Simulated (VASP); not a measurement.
```xyz
4
Lattice="3.5154 0.0000 0.0000 -1.7577 3.0444 0.0000 0.0000 0.0000 6.7158" Properties=species:S:1:pos:R:3 pbc="T T T"
Ge     0.0000     0.0000     0.0000
Ge     0.0000     0.0000     3.3579
S      0.0000     2.0296     1.6790
S      1.7577     1.0148     5.0369
```

The numbers are results of PBEsol GGA, VASP's PBE PAW potentials (set 64) (plane waves; VASP), not measurements. Settings: 500 eV cut-off, 10×10×5 Γ-centred mesh, first-order Methfessel-Paxton smearing of 0.10 eV, potentials Ge_d S.

Q: Predict the energy per atom (σ→0), pressure, band gap (on the k-mesh) with the smallest direct gap where there is one.

A: 
```
Quantity                                                    Result
------------------------  ----------------------------------------
band gap (on the k-mesh)  none (metal, semimetal or under 0.01 eV)
energy per atom (σ→0)                               -4.808 eV/atom
pressure                                                  4.91 GPa
```

The absolute energy has meaning only against runs of the same code, potentials and settings.

The structure was generated: GeS was put into the NiAs type type (P6_3/mmc), which need not be its known phase. It was relaxed first under an external pressure of 5 GPa.
